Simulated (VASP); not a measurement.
Given:

```
ZrB2
1.0
    1.57185    -2.72252     0.00000
    1.57185     2.72252     0.00000
    0.00000     0.00000     3.51528
Zr B
1 2
Direct
  0.00000   0.00000   0.00000
  0.33333   0.66667   0.50000
  0.66667   0.33333   0.50000
```

Level of theory: PBE GGA with D3 dispersion (Becke-Johnson damping), VASP's PBE PAW potentials (set 64) (plane waves; VASP). Run with 520 eV cut-off, Gaussian smearing of 0.050 eV, potentials Zr_sv B.

Problem. Give the energies of bands 6 to 12 at the high-symmetry points, in eV from the Fermi level.

Solution. 
```csv
band,Γ,M,K,A,L,H
6,-2.83,-8.70,-7.98,-7.20,-7.21,-9.02
7,-2.83,-4.17,-7.19,-1.14,-4.85,-5.15
8,-2.82,-3.26,-2.70,-1.14,-4.38,-2.85
9,-2.54,-2.92,-2.70,0.19,-2.13,-2.85
10,3.33,2.08,1.41,0.19,3.64,4.01
11,3.33,2.19,1.41,0.62,4.02,6.03
12,4.08,4.91,3.08,0.62,5.29,6.03
```

It has no gap at this level: it comes out as a metal or semimetal.

The compound is ZrB2 in the AlB2 type structure. It was relaxed first.
